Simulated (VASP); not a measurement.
Here is the system:

```
GaP
1.0
    0.00000     2.72159     2.72159
    2.72159     0.00000     2.72159
    2.72159     2.72159     0.00000
Ga P
1 1
Cartesian
  0.00000   0.00000   0.00000
  1.36079   1.36079   1.36079
```

The numbers are results of optB88-vdW, VASP's PBE PAW potentials (set 64) (plane waves; VASP), not measurements. Run with 520 eV cut-off, 8×8×8 Γ-centred mesh, Gaussian smearing of 0.050 eV, potentials Ga_d P.

### Question
Give the stress tensor in GPa (positive for a compressed cell).

### Answer

```
2.53  0.00  0.00
0.00  2.53  0.00
0.00  0.00  2.53
```
The pressure is its mean diagonal, 2.53 GPa.

The compound is GaP in the zinc blende structure. This cell is one point of a volume scan, at 0.97 of the reference volume.
